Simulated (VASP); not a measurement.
# BeCd2S3 (P6/mmm) in VASP: further runs

One crystal, BeCd2S3, is run at these levels: PBE; tasks: relaxation of cell and atoms.

Everything below comes from runs of VASP 6.6.1. Logs are shortened: lines on timing, memory, paths and dates and some standing lists are left out, and cuts for length are marked.

**1. Starting point**

It takes space group P6/mmm (No. 191, hexagonal). Conventional cell: a = 4.227 Å, b = 4.227 Å, c = 9.651 Å, α = 90.00°, β = 90.00°, γ = 120.00°. Be (site symmetry 6/mmm) is surrounded by 2 Cd at 2.10 Å. Around Cd (site symmetry 6mm) lie 1 Be at 2.10 Å. Around S (site symmetry -6m2) lie 3 S at 2.44 Å and 3 Be at 2.44 Å. Around S (site symmetry 6/mmm) lie 2 Cd at 2.73 Å.

The cell was built by a generator and needn't be a form met in nature.

**2. Relaxation of cell and atoms, PBE**

INCAR

```
ALGO     = Fast           # electronic algorithm
EDIFF    = 1E-4           # SCF threshold, eV
EDIFFG   = -0.08          # ionic threshold
ENCUT    = 520            # plane-wave cutoff, eV
GGA      = PE             # functional
IBRION   = 2              # ionic algorithm
ISIF     = 3              # what is computed and relaxed
ISMEAR   = 0              # smearing method
LASPH    = T              # aspherical terms in the spheres
LCHARG   = F              # write CHGCAR
LREAL    = F              # projectors in reciprocal space
LWAVE    = F              # write WAVECAR
NELM     = 60             # most SCF steps
NSW      = 24             # ionic steps
PREC     = Normal         # precision mode
SIGMA    = 0.15           # smearing width, eV
```

KPOINTS

```
k-points
0
Gamma
  4 4 2
```

POSCAR

```
BeCd2S3
1.0
    4.2268800400      0.0000000000      0.0000000000
   -2.1134400200      3.6605854900      0.0000000000
    0.0000000000      0.0000000000      9.6506672600
Be Cd S
1 2 3
Direct
    0.0000000000      0.0000000000      0.5000000000
    0.0000000000      0.0000000000      0.2828837400
    0.0000000000      0.0000000000      0.7171162600
    0.3333333300      0.6666666700      0.5000000000
    0.6666666700      0.3333333300      0.5000000000
    0.0000000000      0.0000000000      0.0000000000
```

Potentials or basis: VASP PAW PBE potentials, release 64 (Be, Cd, S).

Launch:

```sh
> cat potpaw_PBE.64/Be/POTCAR potpaw_PBE.64/Cd/POTCAR potpaw_PBE.64/S/POTCAR > POTCAR
> mpirun -np 1 vasp_std > vasp.out
```

OUTCAR:

```text
EDIFF = 1E-4
   EDIFFG = -0.08
   ENCUT = 520
   GGA = PE
   IBRION = 2
   ISIF = 3
   ISMEAR = 0
   LASPH = T
   LREAL = F
   NELM = 60
   NSW = 24
   PREC = Normal

 ion  position               nearest neighbor table
   1  0.000  0.000  0.500-   2 2.10   3 2.10   4 2.44   5 2.44   4 2.44   5 2.44   5 2.44   4 2.44

   2  0.000  0.000  0.283-   1 2.10   6 2.73   5 3.22   4 3.22   4 3.22   5 3.22   5 3.22   4 3.22

   3  0.000  0.000  0.717-   1 2.10   6 2.73   5 3.22   4 3.22   4 3.22   5 3.22   5 3.22   4 3.22

   4  0.333  0.667  0.500-   5 2.44   1 2.44   5 2.44   1 2.44   1 2.44   5 2.44   3 3.22   2 3.22
                             3 3.22   2 3.22   3 3.22   2 3.22
   5  0.667  0.333  0.500-   4 2.44   1 2.44   4 2.44   1 2.44   1 2.44   4 2.44   3 3.22   2 3.22
                             2 3.22   3 3.22   2 3.22   3 3.22
   6  0.000  0.000  0.000-   2 2.73   3 2.73

  LATTYP: Found a hexagonal cell.
 ALAT       =     4.2268800400
 C/A-ratio  =     2.2831656372

  Lattice vectors:

 A1 = (   4.2268800400,   0.0000000000,   0.0000000000)
 A2 = (  -2.1134400200,   3.6605854900,   0.0000000000)
 A3 = (   0.0000000000,   0.0000000000,   9.6506672600)

Analysis of symmetry for initial positions (statically):
=====================================================================
 Subroutine PRICEL returns:
 Original cell was already a primitive cell.

 Routine SETGRP: Setting up the symmetry group for a
 hexagonal supercell.

 Subroutine GETGRP returns: Found 24 space group operations
 (whereof 24 operations were pure point group operations)
 out of a pool of 24 trial point group operations.

The static configuration has the point symmetry D_6h.

Analysis of symmetry for dynamics (positions and initial velocities):
=====================================================================
 Subroutine PRICEL returns:
 Original cell was already a primitive cell.

 Routine SETGRP: Setting up the symmetry group for a
 hexagonal supercell.

 Subroutine GETGRP returns: Found 24 space group operations
 (whereof 24 operations were pure point group operations)
 out of a pool of 24 trial point group operations.

The dynamic configuration has the point symmetry D_6h.

 Subroutine INISYM returns: Found 24 space group operations
 (whereof 24 operations are pure point group operations),
 and found     1 'primitive' translations

[... 75 lines left out ...]
 SYSTEM =  unknown system
   PREC   = normal    normal or accurate (medium, high low for compatibility)
   ISTART =      0    job   : 0-new  1-cont  2-samecut
   ICHARG =      2    charge: 1-file 2-atom 10-const
   ISPIN  =      1    spin polarized calculation?
   LNONCOLLINEAR =      F non collinear calculations
   LSORBIT =      F    spin-orbit coupling
   LASPH  =      T    aspherical Exc in radial PAW
   ENCUT  =  520.0 eV  38.22 Ry    6.18 a.u.   7.86  7.86 17.94*2*pi/ulx,y,z
   NELM   =     60;   NELMIN=  2; NELMDL= -5     # of ELM steps
   EDIFF  = 0.1E-03   stopping-criterion for ELM
   LREAL  =      F    real-space projection
   EDIFFG = -.8E-01   stopping-criterion for IOM
   NSW    =     24    number of steps for IOM
   IBRION =      2    ionic relax: 0-MD 1-quasi-New 2-CG
   NFREE  =      1    steps in history (QN), initial steepest desc. (CG)
   ISIF   =      3    stress and relaxation
   ISYM   =      2    0-nonsym 1-usesym 2-fastsym
   POTIM  = 0.5000    time-step for ionic-motion
   TEBEG  =    0.0;   TEEND  =   0.0 temperature during run
   PSTRESS=    0.0 pullay stress
   NELECT =      44.0000    total number of electrons
   NUPDOWN=      -1.0000    fix difference up-down
   EMIN   =  10.00;   EMAX   =-10.00  energy-range for DOS
   EFERMI =   0.00;   METHOD = LEGACY
   ISMEAR =     0;   SIGMA  =   0.15  broadening in eV -4-tet -1-fermi 0-gaus
   EFERMI_NEDOS =   21; number of points for ismear=-14 and -15
   IALGO  =     68    algorithm
   IMIX   =      4    mixing-type and parameters
     AMIX     =   0.40;   BMIX     =  1.00
     AMIX_MAG =   1.60;   BMIX_MAG =  1.00
  volume/ion in A,a.u.               =      24.89       167.95
  Fermi-wavevector in a.u.,A,eV,Ry     =   1.089389  2.058647 16.146974  1.186769
  Thomas-Fermi vector in A             =   2.225591
   LORBIT       =      0    0 simple, 1 ext, 2 COOP (PROOUT), +10 PAW based schemes
   GGA     = PE    functional components
   LHFCALC =     F    Hartree Fock is set to
   AEXX    =    0.0000 exact exchange contribution
   IVDW    =     0    specifies the selected vdW correction
   LEPSILON=     F    determine dielectric tensor
   LRPA    =     F    only Hartree local field effects (RPA)
 conjugate gradient relaxation of ions
 non-spin polarized calculation
 RMM-DIIS sequential band-by-band and
 Gauss-broadening in eV      SIGMA  =   0.15
  energy-cutoff  :      520.00
  volume of cell :      149.32
 maximum number of plane-waves:      4049
   NGX = 15   NGY = 15   NGZ = 35

--------------------------------------- Ionic step        1  -------------------------------------------

 number of electron      44.0000045 magnetization

 Free energy of the ion-electron system (eV)
  ---------------------------------------------------
  ext. energy  EPLUGINS =         0.00000000
  ---------------------------------------------------
  free energy    TOTEN  =       -13.42324307 eV

  energy without entropy =      -13.35555987  energy(sigma->0) =      -13.38940147

------------------------ aborting loop because EDIFF is reached ----------------------------------------

  FORCE on cell =-STRESS in cart. coord.  units (eV):
  Direction    XX          YY          ZZ          XY          YZ          ZX
  --------------------------------------------------------------------------------------
  -------------------------------------------------------------------------------------
  Total        1.7946049      1.7946049      4.8837565     -0.0000000     -0.0000000      0.0000000
  in kB       19.2553589     19.2553589     52.4006616     -0.0000000     -0.0000000      0.0000000
  external PRESSURE =      30.3037931 kB  Pullay stress =       0.0000000 kB
[... 307 lines left out ...]
--------------------------------------- Ionic step        9  -------------------------------------------

 number of electron      44.0000036 magnetization

 Free energy of the ion-electron system (eV)
  ---------------------------------------------------
  ext. energy  EPLUGINS =         0.00000000
  ---------------------------------------------------
  free energy    TOTEN  =       -14.72513972 eV

  energy without entropy =      -14.66891991  energy(sigma->0) =      -14.69702981

 E-fermi :   1.4083     XC(G=0):  -8.5534

 val. band max:        1.3940160258   @ k =   0.5000  -0.0000   0.0000
 cond. band min:       1.4360048017   @ k =   0.0000   0.0000   0.5000
 fundamental gap:      0.0419887759
 Fermi energy:         1.4082580617

 k-point     1 :       0.0000    0.0000    0.0000
  band No.  band energies     occupation
      1     -14.2761      2.00000
      2     -10.2655      2.00000
      3      -8.1107      2.00000
      4      -7.2397      2.00000
      5      -6.7032      2.00000
      6      -6.7032      2.00000
[... 254 lines left out ...]
  FREE ENERGIE OF THE ION-ELECTRON SYSTEM (eV)
  ---------------------------------------------------
  free  energy   TOTEN  =       -14.7251397157 eV

  energy  without entropy=      -14.6689199088  energy(sigma->0) =      -14.69702981

 reached required accuracy - stopping structural energy minimisation
```

Run time: 82 s. Hardware: 1 thread of Intel Xeon Platinum 8488C (Sapphire Rapids), shared host; peak memory 0.19 GiB.

Results:

| Property | Result |
| --- | --- |
| Free energy | -14.7251 eV |
| Relaxed volume | 25.25 Å³/atom |
| Relaxed cell | a = 4.241 Å, b = 4.241 Å, c = 9.727 Å, α = 90.00°, β = 90.00°, γ = 120.00° |
| Space group after relaxing (to 0.05 Å) | P6/mmm (No. 191) |
| Energy gained by relaxing | 217.0 meV/atom |
| Ionic steps | 9 |
| Pressure after relaxing | 0.1 GPa |
| Largest force after relaxing | 0.011 eV/Å |
| Band gap on the k mesh | none (metal or under the smearing width) |

Forces on the atoms (eV/Å):
```
Be   0.000  0.000  0.000
Cd   0.000  0.000  0.011
Cd   0.000  0.000 -0.011
S    0.000  0.000  0.000
S    0.000  0.000  0.000
S    0.000  0.000  0.000
```

Step by step:
| step | energy change (eV) | largest force (eV/Å) | pressure (GPa) | volume (Å³) |
| --- | --- | --- | --- | --- |
| 1 | 0.0000 | 3.8101 | 3.03 | 149.32 |
| 2 | -0.9467 | 1.4343 | -1.52 | 159.70 |
| 3 | -1.0554 | 0.6538 | -2.78 | 166.27 |
| 4 | -1.2880 | 0.0016 | -0.89 | 156.01 |
| 5 | -1.2950 | 0.1603 | -0.46 | 154.47 |
| 6 | -1.2952 | 0.1884 | -0.49 | 154.19 |
| 7 | -1.2951 | 0.2148 | -0.41 | 153.95 |
| 8 | -1.3012 | 0.0939 | -0.14 | 152.46 |
| 9 | -1.3019 | 0.0107 | 0.07 | 151.49 |

Final structure:
```cif
data_structure
_symmetry_space_group_name_H-M 'P 1'
_symmetry_Int_Tables_number 1
_cell_length_a 4.2406
_cell_length_b 4.2406
_cell_length_c 9.7271
_cell_angle_alpha 90.000
_cell_angle_beta 90.000
_cell_angle_gamma 120.000
_cell_volume 151.49
loop_
_atom_site_label
_atom_site_type_symbol
_atom_site_fract_x
_atom_site_fract_y
_atom_site_fract_z
_atom_site_occupancy
Be1 Be 0.00000 0.00000 0.50000 1
Cd1 Cd 0.00000 0.00000 0.24582 1
Cd2 Cd 0.00000 0.00000 0.75418 1
S1 S 0.33333 0.66667 0.50000 1
S2 S 0.66667 0.33333 0.50000 1
S3 S 0.00000 0.00000 0.00000 1
```

Levels at points of the mesh, in eV from the Fermi level:
| k point | band 18 | band 19 | band 20 | band 21 | band 22 | band 23 | band 24 | band 25 |
| --- | --- | --- | --- | --- | --- | --- | --- | --- |
| (0.00, 0.00, 0.00) | -2.60 | -2.60 | -2.33 | 0.05 | 0.05 | 0.14 | 1.35 | 1.97 |
| (0.50, 0.00, 0.00) | -2.34 | -1.45 | -0.26 | -0.01 | 0.24 | 0.78 | 1.92 | 2.67 |
| (0.00, 0.00, 0.50) | -2.59 | -2.59 | -0.86 | -0.19 | 0.03 | 0.03 | 0.14 | 3.09 |
| (0.50, 0.00, 0.50) | -3.01 | -1.29 | -0.28 | -0.23 | 0.77 | 1.09 | 1.74 | 1.92 |

Caveat: the k mesh is coarse (spacing up to 0.43 Å⁻¹), so the values aren't converged; the relaxation stopped at a loose force limit of 0.08 eV/Å, so its end isn't a converged minimum.

(Continued in part 2 of 2.)
